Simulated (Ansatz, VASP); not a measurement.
# GePbO3: VASP beside Ansatz, part 2 of 2

Wanted: the spread between two codes on one cell, functional and k mesh. The cell is taken from a series of runs on this material, whose earlier steps may have relaxed, scaled, displaced or heated it; both programs get it as it stands.

VASP 6.6.1 and Ansatz 0.2.0.

So far: The starting structure; Ansatz: relaxation of cell and atoms, PBEsol.

**3. VASP: relaxation of cell and atoms, PBEsol**

Level of this step: PBEsol; plane waves and PAW (Ge_d, Pb_d, O) (VASP).

The same cell, functional, mesh and smearing now go to VASP, with its own data sets.

Lines of VASP's logs that name or quote its potential files are left out, and so is its time.

Contents of INCAR:

```
SYSTEM = GePbO3
PREC = Accurate
ENCUT = 600
EDIFF = 1E-07
NELM = 120
ISMEAR = 1
SIGMA = 0.2
LREAL = .FALSE.
ALGO = Normal
GGA = PS
NBANDS = 29
LORBIT = 11
LWAVE = .FALSE.
LCHARG = .FALSE.
ISIF = 3
IBRION = 2
NSW = 80
EDIFFG = -0.005
LASPH = .TRUE.
GGA_COMPAT = .FALSE.
NELMIN = 4
KPAR = 2
```

Contents of POSCAR:

```
GePbO3
1.0
    3.8410540000      0.0000000000      0.0000000000
    0.0000000000      3.8410540000      0.0000000000
    0.0000000000      0.0000000000      3.8410540000
Ge Pb O
1 1 3
Direct
    0.5000000000      0.5000000000      0.5000000000
    0.0000000000      0.0000000000      0.0000000000
    0.0000000000      0.5000000000      0.5000000000
    0.5000000000      0.5000000000      0.0000000000
    0.5000000000      0.0000000000      0.5000000000
```

Contents of KPOINTS:

```
Automatic mesh
0
Gamma
12 12 12
0 0 0
```

PAW data sets: Ge_d, Pb_d and O (PBE family, release 64).

The run is started by

```console
mpirun -np 2 vasp_std
```

Numbers of over 12 decimals in the logs are rounded to 6 here.

The program printed:

```text
[banner, memory and clock lines left out]
running    2 mpi-ranks, on    1 nodes
 distrk:  each k-point on    1 cores,    2 groups
 distr:  one band on    1 cores,    1 groups

 POSCAR found type information on POSCAR GePbO
 POSCAR found :  3 types and       5 ions
|                                                                             |
|               ----> ADVICE to this user running VASP <----                  |
|                                                                             |
|     You enforced a specific xc type in the INCAR file but a different       |
|     [... a line on the potential file left out ...]
|     I HOPE YOU KNOW WHAT YOU ARE DOING!                                     |
|                                                                             |

 LDA part: xc-table for (Slater+PW92), standard interpolation
 POSCAR, INCAR and KPOINTS ok, starting setup
 FFT: planning ... GRIDC
 FFT: planning ... GRID_SOFT
 FFT: planning ... GRID
 WAVECAR not read
 entering main loop
       N       E                     dE             d eps       ncg     rms          rms(c)
DAV:   1     0.579677141827E+03    0.57968E+03   -0.24962E+04  5963   0.371E+03
DAV:   2     0.577261024653E+02   -0.52195E+03   -0.49582E+03  5182   0.847E+02
DAV:   3    -0.305391845105E+02   -0.88265E+02   -0.85681E+02  5674   0.241E+02
DAV:   4    -0.355962157606E+02   -0.50570E+01   -0.50202E+01  5801   0.618E+01
DAV:   5    -0.357484433785E+02   -0.15223E+00   -0.15213E+00  6637   0.107E+01    0.120E+01
DAV:   6    -0.316641579072E+02    0.40843E+01   -0.15748E+01  6851   0.574E+01    0.405E+00
DAV:   7    -0.316488440879E+02    0.15314E-01   -0.10808E+00  5598   0.701E+00    0.233E+00
DAV:   8    -0.316047672490E+02    0.44077E-01   -0.18829E-01  6192   0.421E+00    0.553E-01
DAV:   9    -0.315972027196E+02    0.75645E-02   -0.36960E-02  7517   0.225E+00    0.128E-01
DAV:  10    -0.315974838026E+02   -0.28108E-03   -0.28998E-03  5852   0.419E-01    0.460E-02
DAV:  11    -0.315975071424E+02   -0.23340E-04   -0.10346E-04  6934   0.929E-02    0.163E-02
DAV:  12    -0.315975072080E+02   -0.65603E-07   -0.55410E-06  6596   0.323E-02    0.746E-03
DAV:  13    -0.315975060089E+02    0.11991E-05   -0.40767E-06  7449   0.205E-02    0.661E-04
DAV:  14    -0.315975059072E+02    0.10169E-06   -0.29826E-07  5161   0.622E-03    0.501E-04
DAV:  15    -0.315975059158E+02   -0.85756E-08   -0.16057E-08  3505   0.142E-03
   1 F= -.31597506E+02 E0= -.31598827E+02  d E =-.315975E+02
 curvature:   0.00 expect dE= 0.000E+00 dE for cont linesearch  0.000E+00
 trial: gam= 0.00000 g(F)=  0.000E+00 g(S)=  0.615E-04 ort = 0.000E+00 (trialstep = 0.100E+01)
 search vector abs. value=  0.615E-04
 bond charge predicted
       N       E                     dE             d eps       ncg     rms          rms(c)
DAV:   1    -0.315982062486E+02   -0.70034E-03   -0.17439E-02  6493   0.211E+00    0.171E-01
DAV:   2    -0.315976261993E+02    0.58005E-03   -0.13970E-03  6794   0.495E-01    0.634E-02
DAV:   3    -0.315975210771E+02    0.10512E-03   -0.22350E-04  7203   0.306E-01    0.208E-02
DAV:   4    -0.315975096098E+02    0.11467E-04   -0.26876E-05  7691   0.835E-02    0.851E-03
DAV:   5    -0.315975096032E+02    0.65866E-08   -0.58318E-06  7268   0.345E-02    0.330E-03
DAV:   6    -0.315975093120E+02    0.29121E-06   -0.13991E-06  6217   0.159E-02    0.106E-03
DAV:   7    -0.315975092936E+02    0.18476E-07   -0.96441E-08  3179   0.297E-03
   2 F= -.31597509E+02 E0= -.31598750E+02  d E =-.337779E-05
 trial-energy change:   -0.000003  1 .order   -0.000002   -0.000062    0.000058
 step:   0.5353(harm=  0.5139)  dis= 0.00000  next Energy=   -31.597523 (dE=-0.167E-04)
 bond charge predicted
       N       E                     dE             d eps       ncg     rms          rms(c)
DAV:   1    -0.315976726588E+02   -0.16335E-03   -0.37650E-03  6495   0.983E-01    0.794E-02
DAV:   2    -0.315975485936E+02    0.12407E-03   -0.30157E-04  6789   0.230E-01    0.294E-02
DAV:   3    -0.315975261745E+02    0.22419E-04   -0.48199E-05  7188   0.142E-01    0.965E-03
DAV:   4    -0.315975230504E+02    0.31241E-05   -0.58069E-06  7698   0.388E-02    0.394E-03
DAV:   5    -0.315975222107E+02    0.83969E-06   -0.12615E-06  7222   0.161E-02    0.153E-03
DAV:   6    -0.315975221793E+02    0.31394E-07   -0.27937E-07  4517   0.742E-03
   3 F= -.31597522E+02 E0= -.31598800E+02  d E =-.162635E-04
 curvature:  -0.26 expect dE=-0.483E-07 dE for cont linesearch -0.483E-07
 trial: gam= 0.00000 g(F)=  0.377E-67 g(S)=  0.188E-06 ort =-0.340E-05 (trialstep = 0.907E+00)
 search vector abs. value=  0.188E-06
 reached required accuracy - stopping structural energy minimisation
```

OUTCAR, selected parts (step 3):

```text
ion  position               nearest neighbor table
   1  0.500  0.500  0.500-   3 1.92   4 1.92   5 1.92   4 1.92   5 1.92   3 1.92   2 3.33   2 3.33
                             2 3.33   2 3.33   2 3.33   2 3.33   2 3.33   2 3.33
   2  0.000  0.000  0.000-   3 2.72   4 2.72   5 2.72   3 2.72   5 2.72   3 2.72   4 2.72   3 2.72
                             4 2.72   5 2.72   5 2.72   4 2.72   1 3.33   1 3.33   1 3.33   1 3.33
   3  0.000  0.500  0.500-   1 1.92   1 1.92   2 2.72   2 2.72   2 2.72   2 2.72
   4  0.500  0.500  0.000-   1 1.92   1 1.92   2 2.72   2 2.72   2 2.72   2 2.72
   5  0.500  0.000  0.500-   1 1.92   1 1.92   2 2.72   2 2.72   2 2.72   2 2.72

  LATTYP: Found a simple cubic cell.
 ALAT       =     3.8410540000

 Subroutine GETGRP returns: Found 48 space group operations
 (whereof 48 operations were pure point group operations)

The static configuration has the point symmetry O_h .

 Found     84 irreducible k-points:

   k-points           NKPTS =     84   k-points in BZ     NKDIM =     84   number of bands    NBANDS=     29

   dimension x,y,z NGX =    32 NGY =   32 NGZ =   32
   dimension x,y,z NGXF=    64 NGYF=   64 NGZF=   64

   ENCUT  =  600.0 eV  44.10 Ry    6.64 a.u.   7.67  7.67  7.67*2*pi/ulx,y,z

   NELECT =      46.0000    total number of electrons

 k-points in reciprocal lattice and weights: Automatic mesh
   0.00000000  0.00000000  0.00000000       0.001
   0.08333333  0.00000000  0.00000000       0.003
   0.16666667  0.00000000  0.00000000       0.003
   0.25000000  0.00000000  0.00000000       0.003
   0.33333333  0.00000000  0.00000000       0.003
   0.41666667  0.00000000  0.00000000       0.003
   0.50000000  0.00000000  0.00000000       0.002
   0.08333333  0.08333333  0.00000000       0.007
   0.16666667  0.08333333  0.00000000       0.014
[...]
0.50000000  0.50000000  0.41666667       0.003
   0.50000000  0.50000000  0.50000000       0.001

 average (electrostatic) potential at core
       1 -71.9643       2 -88.4582       3 -67.2885       4 -67.2885       5 -67.2885

 E-fermi :   6.8614

 k-point     1 :       0.0000    0.0000    0.0000
  band No.  band energies     occupation
    ...
     20       5.0799      2.00000
     21       5.2495      2.00000
     22       5.2495      2.00000
     23       5.2495      2.00000
     24       6.5018      2.02902
     25      15.2324      0.00000
     26      15.2324      0.00000
     27      15.2324      0.00000
     28      17.1962      0.00000
     29      17.1962      0.00000

 k-point     2 :       0.0833    0.0000    0.0000
  band No.  band energies     occupation
    ...
     20       5.0492      2.00000
     21       5.2338      2.00000
     22       5.2424      2.00000
     23       5.2424      2.00000
     24       6.9167      0.55122
     25      14.6395      0.00000
     26      15.0973      0.00000
     27      15.0973      0.00000
     28      17.3086      0.00000
     29      17.7014      0.00000

 k-point     3 :       0.1667    0.0000    0.0000
  band No.  band energies     occupation
    ...
     19       4.9109      2.00000
     20       4.9109      2.00000
     21       5.1915      2.00000
     22       5.2753      2.00000
     23       5.2753      2.00000
     24       7.7717     -0.00000
     25      13.5445      0.00000
     26      14.7690      0.00000
     27      14.7690      0.00000
     28      17.6297      0.00000
    ...

  Total        0.0025506      0.0025506      0.0025506     -0.0000000     -0.0000000     -0.0000000
  in kB        0.0721622      0.0721622      0.0721622     -0.0000000     -0.0000000     -0.0000000
  external PRESSURE =       0.0721622 kB  Pullay stress =       0.0000000 kB

  energy-cutoff  :      600.00
  volume of cell :       56.63
      direct lattice vectors                 reciprocal lattice vectors
     3.840139329 -0.000000000  0.000000000     0.260407218  0.000000000  0.000000000
    -0.000000000  3.840139329 -0.000000000     0.000000000  0.260407218  0.000000000
    -0.000000000 -0.000000000  3.840139329    -0.000000000  0.000000000  0.260407218

 POSITION                                       TOTAL-FORCE (eV/Angst)
 -----------------------------------------------------------------------------------
      1.92007      1.92007      1.92007        -0.000000     -0.000000      0.000000
      0.00000      0.00000      0.00000         0.000000      0.000000      0.000000
     -0.00000      1.92007      1.92007         0.000000      0.000000      0.000000
      1.92007      1.92007      0.00000         0.000000      0.000000      0.000000
      1.92007     -0.00000      1.92007        -0.000000      0.000000      0.000000
 -----------------------------------------------------------------------------------
    total drift:                                0.000000     -0.000000     -0.000000

  FREE ENERGIE OF THE ION-ELECTRON SYSTEM (eV)
  ---------------------------------------------------
  free  energy   TOTEN  =       -31.5975221793 eV

  energy  without entropy=      -31.6013547949  energy(sigma->0) =      -31.59879972

 reached required accuracy - stopping structural energy minimisation

 total charge
# of ion       s       p       d       tot
------------------------------------------
    1        0.906   1.066  10.405  12.376
    2        1.538   0.385   9.872  11.795
    3        1.552   3.469   0.000   5.020
    4        1.552   3.469   0.000   5.020
    5        1.552   3.469   0.000   5.020
--------------------------------------------------
tot          7.098  11.856  20.277  39.231

[... 3 further parts left out ...]
```

CONTCAR:

```
GePbO3
   1.00000000000000
     3.8401393289951797   -0.0000000000000000    0.0000000000000000
    -0.0000000000000000    3.8401393289951797   -0.0000000000000000
    -0.0000000000000000   -0.0000000000000000    3.8401393289951797
  Ge              Pb              O
     1     1     3
Direct
     0.5000000000000000    0.5000000000000000    0.5000000000000000
     0.0000000000000000    0.0000000000000000    0.0000000000000000
     0.0000000000000000    0.5000000000000000    0.5000000000000000
     0.5000000000000000    0.5000000000000000    0.0000000000000000
     0.5000000000000000    0.0000000000000000    0.5000000000000000
```

**4. Comparison**

Known differences besides the potentials themselves: the cutoff is 420 eV in Ansatz and 600 eV in VASP; Ansatz makes its cores anew for this functional, VASP keeps those of its PBE data sets; Ansatz adds a Pulay correction to the stress that steers its cell, VASP none. Total energies have different zeros and are not compared.

The two programs side by side:

```csv
quantity,Ansatz,VASP,difference
volume (Å³),56.66,56.63,+0.05 %
"edge a after relaxation, in the typed setting (Å)",3.841,3.840,+0.02 %
```

**5. Results**

```
difference in volume (relaxation of cell and atoms, PBEsol) : 0.046 %
```

The difference in volume is 0.046 % (relaxation of cell and atoms, PBEsol), within the 1.2 % picked in this series as the mark of a large difference, as far as the stopping tolerances let one tell. 1 further run of this series is not shown here. Such differences can come from data sets, numerical settings and the points named under the comparisons, not from the functional's error against experiment.

[Lines on the potential files, build, host, timing and source positions are cut from VASP's logs without a mark.]

[Logs are printed without paths, hosts, clocks, repeated set-up lines and the standing remarks that a program may print on its own settings, such as how far it seeks lower states.]

[Hosts, paths, dates, database ids (printed as entryN), source tags and the programs' standing remarks are cut or masked in the printed files.]
